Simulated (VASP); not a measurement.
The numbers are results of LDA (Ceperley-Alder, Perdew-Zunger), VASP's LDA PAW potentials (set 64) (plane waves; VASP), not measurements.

The input files of a VASP run:

### INCAR
```
SYSTEM = Ru
PREC = Accurate
ENCUT = 520
EDIFF = 1E-6
NELM = 100
ALGO = Normal
LREAL = .FALSE.
LASPH = .TRUE.
ISMEAR = 1
SIGMA = 0.1
LMAXMIX = 4
LWAVE = .FALSE.
LCHARG = .FALSE.
IBRION = 2
ISIF = 3
NSW = 60
EDIFFG = -0.01
```

**KPOINTS**
```
Automatic mesh
0
Gamma
14 14 8
0 0 0
```

POSCAR:
```
Ru
1
    1.3550000000    -2.3469290000     0.0000000000
    1.3550000000     2.3469290000     0.0000000000
    0.0000000000     0.0000000000     4.2800000000
Ru
2
Direct
  0.3333330000   0.6666670000   0.2500000000
  0.6666670000   0.3333330000   0.7500000000
```

POTCAR, in this order: Ru_pv (LDA.64 set). Program: vasp_std.

What VASP printed:

**OUTCAR**
```
 ion  position               nearest neighbor table
   1  0.333  0.667  0.250-   2 2.65   2 2.65   2 2.65   2 2.65   2 2.65   2 2.65
   2  0.667  0.333  0.750-   1 2.65   1 2.65   1 2.65   1 2.65   1 2.65   1 2.65
  LATTYP: Found a hexagonal cell.
 ALAT       =     2.7100001349
 C/A-ratio  =     1.5793357148
 Subroutine PRICEL returns:
 Original cell was already a primitive cell.
 Subroutine GETGRP returns: Found 24 space group operations
The static configuration has the point symmetry D_3d.
 The point group associated with its full space group is D_6h.
The dynamic configuration has the point symmetry D_3d.
 Subroutine INISYM returns: Found 24 space group operations
 Subroutine IBZKPT returns following result:
 Found    120 irreducible k-points:

 Following reciprocal coordinates:
            Coordinates               Weight
  0.000000  0.000000  0.000000      1.000000
  0.071429  0.000000  0.000000      6.000000
  0.142857  0.000000  0.000000      6.000000
  0.214286  0.000000  0.000000      6.000000
  0.285714  0.000000  0.000000      6.000000
  0.357143  0.000000  0.000000      6.000000
  0.428571  0.000000  0.000000      6.000000
  0.500000  0.000000  0.000000      3.000000
  0.071429  0.071429  0.000000      6.000000
  0.142857  0.071429  0.000000     12.000000
  0.214286  0.071429  0.000000     12.000000
  0.285714  0.071429  0.000000     12.000000
  0.357143  0.071429  0.000000     12.000000
  0.428571  0.071429  0.000000     12.000000
  0.142857  0.142857  0.000000      6.000000
  0.214286  0.142857  0.000000     12.000000
  0.285714  0.142857  0.000000     12.000000
  0.357143  0.142857  0.000000     12.000000
  0.428571  0.142857  0.000000      6.000000
  0.214286  0.214286  0.000000      6.000000
  0.285714  0.214286  0.000000     12.000000
  0.357143  0.214286  0.000000     12.000000
...
```

File OSZICAR:
```
       N       E                     dE             d eps       ncg     rms          rms(c)
DAV:   1     0.284637209631E+03    0.28464E+03   -0.18072E+04  4328   0.173E+03
DAV:   2    -0.159401223874E+02   -0.30058E+03   -0.29494E+03  4610   0.496E+02
DAV:   3    -0.227752393505E+02   -0.68351E+01   -0.66400E+01  4512   0.798E+01
DAV:   4    -0.228496963351E+02   -0.74457E-01   -0.74149E-01  5308   0.724E+00
DAV:   5    -0.228507681067E+02   -0.10718E-02   -0.10717E-02  4704   0.800E-01    0.183E+01
DAV:   6    -0.214508626557E+02    0.13999E+01   -0.38411E+00  4356   0.202E+01    0.448E+00
DAV:   7    -0.213584639395E+02    0.92399E-01   -0.24832E-01  4444   0.450E+00    0.110E+00
DAV:   8    -0.213468378612E+02    0.11626E-01   -0.80566E-03  4446   0.112E+00    0.236E-01
DAV:   9    -0.213465004461E+02    0.33742E-03   -0.60967E-04  5462   0.276E-01    0.303E-02
DAV:  10    -0.213465234982E+02   -0.23052E-04   -0.16072E-05  4786   0.378E-02    0.601E-03
DAV:  11    -0.213465235369E+02   -0.38754E-07   -0.64630E-07  2564   0.718E-03
   1 F= -.21346524E+02 E0= -.21346055E+02  d E =-.213465E+02
       N       E                     dE             d eps       ncg     rms          rms(c)
DAV:   1    -0.306064215731E+02   -0.92599E+01   -0.21661E+02  4358   0.178E+02    0.451E+01
DAV:   2    -0.213994669697E+02    0.92070E+01   -0.24044E+01  4344   0.565E+01    0.592E+00
DAV:   3    -0.208534173844E+02    0.54605E+00   -0.19944E+00  4434   0.146E+01    0.686E+00
DAV:   4    -0.209000571849E+02   -0.46640E-01   -0.96971E-02  4412   0.269E+00    0.236E+00
DAV:   5    -0.209131337640E+02   -0.13077E-01   -0.21292E-02  4890   0.100E+00    0.213E-01
DAV:   6    -0.209130300250E+02    0.10374E-03   -0.94759E-04  5524   0.206E-01    0.657E-02
DAV:   7    -0.209130332555E+02   -0.32305E-05   -0.52701E-05  4902   0.677E-02    0.180E-02
DAV:   8    -0.209130330350E+02    0.22046E-06   -0.30860E-06  3742   0.152E-02
   2 F= -.20913033E+02 E0= -.20913038E+02  d E =0.433491E+00
       N       E                     dE             d eps       ncg     rms          rms(c)
DAV:   1    -0.275451739553E+02   -0.66321E+01   -0.14179E+02  4344   0.156E+02    0.170E+01
DAV:   2    -0.214524994694E+02    0.60927E+01   -0.17991E+01  4334   0.450E+01    0.710E+00
DAV:   3    -0.213324541897E+02    0.12005E+00   -0.87251E-01  4426   0.929E+00    0.261E+00
DAV:   4    -0.213719383890E+02   -0.39484E-01   -0.27719E-02  4498   0.140E+00    0.118E+00
DAV:   5    -0.213851066429E+02   -0.13168E-01   -0.12822E-02  4608   0.787E-01    0.178E-01
DAV:   6    -0.213851547787E+02   -0.48136E-04   -0.61758E-04  5604   0.178E-01    0.498E-02
DAV:   7    -0.213851563531E+02   -0.15744E-05   -0.30722E-05  5088   0.512E-02    0.147E-02
DAV:   8    -0.213851544093E+02    0.19438E-05   -0.17338E-06  2674   0.126E-02    0.519E-03
DAV:   9    -0.213851542170E+02    0.19230E-06   -0.22023E-07  2282   0.410E-03
   3 F= -.21385154E+02 E0= -.21384767E+02  d E =-.386307E-01
       N       E                     dE             d eps       ncg     rms          rms(c)
DAV:   1    -0.213862613747E+02   -0.11070E-02   -0.22365E-02  4362   0.187E+00    0.284E-01
DAV:   2    -0.213852673763E+02    0.99400E-03   -0.29538E-03  4362   0.585E-01    0.446E-02
DAV:   3    -0.213852415227E+02    0.25854E-04   -0.16134E-04  4420   0.125E-01    0.272E-02
DAV:   4    -0.213852487261E+02   -0.72034E-05   -0.11396E-05  4398   0.295E-02    0.295E-03
DAV:   5    -0.213852487386E+02   -0.12461E-07   -0.87559E-07  2250   0.101E-02
   4 F= -.21385249E+02 E0= -.21384865E+02  d E =-.387252E-01
```

### OUTCAR
```
------------------------ aborting loop because EDIFF is reached ----------------------------------------
  FORCE on cell =-STRESS in cart. coord.  units (eV):
  Direction    XX          YY          ZZ          XY          YZ          ZX
  --------------------------------------------------------------------------------------
  Total       -0.0127096     -0.0127096     -0.0168177     -0.0000000      0.0000000     -0.0000000
  in kB       -0.7755913     -0.7755914     -1.0262777     -0.0000000      0.0000000     -0.0000000
  external PRESSURE =      -0.8591535 kB  Pullay stress =       0.0000000 kB
  volume of cell :       26.25
      direct lattice vectors                 reciprocal lattice vectors
     1.339438058 -2.319974920 -0.000000000     0.373290872 -0.215519571 -0.000000000
     1.339438058  2.319974920  0.000000000     0.373290872  0.215519571  0.000000000
     0.000000000 -0.000000000  4.224498471     0.000000000 -0.000000000  0.236714490
 POSITION                                       TOTAL-FORCE (eV/Angst)
 -----------------------------------------------------------------------------------
      1.33944      0.77333      1.05612         0.000000      0.000000      0.000000
      1.33944     -0.77333      3.16837        -0.000000     -0.000000      0.000000
 -----------------------------------------------------------------------------------
    total drift:                               -0.000000      0.000496     -0.000045
  FREE ENERGIE OF THE ION-ELECTRON SYSTEM (eV)
  ---------------------------------------------------
  free  energy   TOTEN  =       -21.3852487386 eV

  energy  without entropy=      -21.3840988218  energy(sigma->0) =      -21.38486543

 reached required accuracy - stopping structural energy minimisation
```
(Selected blocks of OUTCAR.)

**CONTCAR**
```
Ru
   1.00000000000000
     1.3394380575391989   -2.3199749196273434   -0.0000000000000000
     1.3394380575391989    2.3199749196273434    0.0000000000000000
     0.0000000000000000   -0.0000000000000000    4.2244984708616364
  Ru
     2
Direct
     0.3333330000000032    0.6666669999999968    0.2500000000000000
     0.6666669999999968    0.3333330000000032    0.7500000000000000
```

Energy and stress use the plane-wave basis of the starting cell.

The compound is Ru in the hcp structure. This run relaxes it. Symmetry was kept, so distortions that lower it aren't found.
